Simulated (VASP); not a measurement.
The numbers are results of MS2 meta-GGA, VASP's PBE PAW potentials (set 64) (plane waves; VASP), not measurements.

VASP input:

### KPOINTS
```
K-points
0
gamma
 5 5 5
0 0 0
```

**INCAR**
```
SYSTEM = BaZrO3
PREC = Accurate
ENCUT = 520
EDIFF = 1E-7
NELM = 100
ALGO = Normal
LREAL = .FALSE.
LASPH = .TRUE.
ISMEAR = 0
SIGMA = 0.05
METAGGA = MS2
LMIXTAU = .TRUE.
LMAXMIX = 4
LWAVE = .FALSE.
LCHARG = .FALSE.
ISIF = 2
```

File POSCAR:
```
BaZrO3
8.5770670
  0.5000000085   0.0000000000   0.0000000000
  0.0000000000   0.5000000085   0.0000000000
  0.0000000000   0.0000000000   0.5000000085
Ba Zr O
1 1 3
Cart
  0.0000000000   0.0000000000   0.0000000000
  0.2500000043   0.2500000043   0.2500000043
  0.2500000043   0.0000000000   0.2500000043
  0.0000000000   0.2500000043   0.2500000043
  0.2500000043   0.2500000043   0.0000000000
```

POTCAR, in this order: Ba_sv Zr_sv O (PBE.64 set). Program: vasp_std.

Output of the run:

### OSZICAR
```
       N       E                     dE             d eps       ncg     rms          rms(c)
DAV:   1     0.265750114669E+03    0.26575E+03   -0.21107E+04   480   0.154E+03
DAV:   2    -0.669411247358E+02   -0.33269E+03   -0.32466E+03   640   0.374E+02
DAV:   3    -0.960248102093E+02   -0.29084E+02   -0.29017E+02   904   0.873E+01
DAV:   4    -0.974804442663E+02   -0.14556E+01   -0.14422E+01   632   0.169E+01
DAV:   5    -0.975374285283E+02   -0.56984E-01   -0.55814E-01   544   0.259E+00    0.512E+01
DAV:   6    -0.460716875360E+02    0.51466E+02   -0.23120E+02   632   0.620E+01    0.226E+01
DAV:   7    -0.467457807424E+02   -0.67409E+00   -0.65926E+01   624   0.443E+01    0.162E+01
DAV:   8    -0.512723676715E+02   -0.45266E+01   -0.17100E+01   688   0.299E+01    0.133E+01
DAV:   9    -0.510555977897E+02    0.21677E+00   -0.16520E+01   760   0.143E+01    0.107E+01
DAV:  10    -0.419215565485E+02    0.91340E+01   -0.27665E+01   640   0.291E+01    0.398E+00
DAV:  11    -0.429938595372E+02   -0.10723E+01   -0.18807E+00   752   0.935E+00    0.430E+00
DAV:  12    -0.429050974663E+02    0.88762E-01   -0.14589E-01   648   0.349E+00    0.265E+00
DAV:  13    -0.428385662244E+02    0.66531E-01   -0.34510E-01   768   0.268E+00    0.110E+00
DAV:  14    -0.428440894613E+02   -0.55232E-02   -0.11420E-02   632   0.810E-01    0.937E-01
DAV:  15    -0.428293273714E+02    0.14762E-01   -0.20679E-02   656   0.107E+00    0.825E-01
DAV:  16    -0.428291813460E+02    0.14603E-03   -0.67818E-03   720   0.691E-01    0.538E-01
DAV:  17    -0.428440908932E+02   -0.14910E-01   -0.21906E-02   712   0.932E-01    0.456E-01
DAV:  18    -0.428441400457E+02   -0.49152E-04   -0.12307E-03   680   0.222E-01    0.402E-01
DAV:  19    -0.428424319613E+02    0.17081E-02   -0.17546E-03   792   0.265E-01    0.106E-01
DAV:  20    -0.428422404878E+02    0.19147E-03   -0.10296E-03   816   0.241E-01    0.127E-01
DAV:  21    -0.428422915248E+02   -0.51037E-04   -0.41337E-05   672   0.478E-02    0.129E-01
DAV:  22    -0.428422573335E+02    0.34191E-04   -0.41907E-05   584   0.694E-02    0.668E-02
DAV:  23    -0.428422788645E+02   -0.21531E-04   -0.69497E-05   568   0.884E-02    0.161E-02
DAV:  24    -0.428422842484E+02   -0.53840E-05   -0.10323E-05   816   0.223E-02    0.562E-03
DAV:  25    -0.428422829806E+02    0.12678E-05   -0.13762E-06   848   0.101E-02    0.339E-03
DAV:  26    -0.428422836394E+02   -0.65879E-06   -0.10745E-06   720   0.938E-03    0.547E-03
DAV:  27    -0.428422828514E+02    0.78805E-06   -0.38524E-07   560   0.619E-03    0.204E-03
DAV:  28    -0.428422826565E+02    0.19492E-06   -0.38170E-08   360   0.210E-03    0.802E-04
DAV:  29    -0.428422826913E+02   -0.34824E-07   -0.14609E-08   352   0.125E-03
   1 F= -.42842283E+02 E0= -.42842283E+02  d E =-.100858E-23
```

**OUTCAR**
```
------------------------ aborting loop because EDIFF is reached ----------------------------------------
  FORCE on cell =-STRESS in cart. coord.  units (eV):
  Direction    XX          YY          ZZ          XY          YZ          ZX
  --------------------------------------------------------------------------------------
  Total       -4.0753726     -4.0753726     -4.0753726     -0.0000000     -0.0000000     -0.0000000
  in kB      -82.7849631    -82.7849631    -82.7849631     -0.0000000     -0.0000000     -0.0000000
  external PRESSURE =     -82.7849631 kB  Pullay stress =       0.0000000 kB
  volume of cell :       78.87
      direct lattice vectors                 reciprocal lattice vectors
     4.288533573  0.000000000  0.000000000     0.233179940  0.000000000  0.000000000
     0.000000000  4.288533573  0.000000000     0.000000000  0.233179940  0.000000000
     0.000000000  0.000000000  4.288533573     0.000000000  0.000000000  0.233179940
 POSITION                                       TOTAL-FORCE (eV/Angst)
 -----------------------------------------------------------------------------------
      0.00000      0.00000      0.00000         0.000000      0.000000      0.000000
      2.14427      2.14427      2.14427         0.000000      0.000000      0.000000
      2.14427      0.00000      2.14427         0.000000      0.000000      0.000000
      0.00000      2.14427      2.14427         0.000000      0.000000      0.000000
      2.14427      2.14427      0.00000         0.000000      0.000000      0.000000
 -----------------------------------------------------------------------------------
    total drift:                                0.000000     -0.000000     -0.000000
  FREE ENERGIE OF THE ION-ELECTRON SYSTEM (eV)
  ---------------------------------------------------
  free  energy   TOTEN  =       -42.8422826913 eV

  energy  without entropy=      -42.8422826913  energy(sigma->0) =      -42.84228269
```
(Selected blocks of OUTCAR.)

**OUTCAR**
```
 val. band max:        3.0378767052   @ k =   0.4000   0.4000   0.4000

 cond. band min:       6.4220012923   @ k =   0.0000   0.0000   0.0000


 Fermi energy:         3.3876499383

 k-point     1 :       0.0000    0.0000    0.0000
  band No.  band energies     occupation
      1     -45.5993      2.00000
      2     -23.0435      2.00000
      3     -23.0435      2.00000
      4     -23.0435      2.00000
      5     -22.7897      2.00000
      6     -14.3792      2.00000
      7     -14.1025      2.00000
      8     -14.1025      2.00000
      9      -7.7922      2.00000
     10      -7.7922      2.00000
     11      -7.7922      2.00000
     12       1.5194      2.00000
     13       1.5194      2.00000
     14       1.5194      2.00000
     15       2.2252      2.00000
     16       2.2252      2.00000
     17       2.2252      2.00000
     18       2.8034      2.00000
     19       2.8034      2.00000
     20       2.8034      2.00000
     21       6.4220      0.00000
     22       6.4220      0.00000
     23       6.4220      0.00000
     24       7.9156      0.00000

 k-point     2 :       0.2000    0.0000    0.0000
  band No.  band energies     occupation
      1     -45.5984      2.00000
      2     -23.1469      2.00000
      3     -23.0419      2.00000
      4     -23.0419      2.00000
      5     -22.7446      2.00000
      6     -14.3733      2.00000
      7     -14.0972      2.00000
      8     -13.8912      2.00000
      9      -7.7731      2.00000
     10      -7.7731      2.00000
     11      -7.7591      2.00000
     12       0.9115      2.00000
     13       1.4400      2.00000
     14       1.4400      2.00000
     15       1.9234      2.00000
     16       1.9234      2.00000
     17       1.9921      2.00000
     18       2.0902      2.00000
     19       2.6836      2.00000
     20       2.6836      2.00000
     21       6.5403      0.00000
     22       7.1724      0.00000
     23       7.1724      0.00000
     24       8.4602      0.00000
...
```

Unless said otherwise, spin-orbit coupling is left out, though it shifts the bands of the heavy elements here.

The compound is BaZrO3 in the cubic perovskite structure. This cell is one point of a volume scan, at 1.06 of the reference volume.
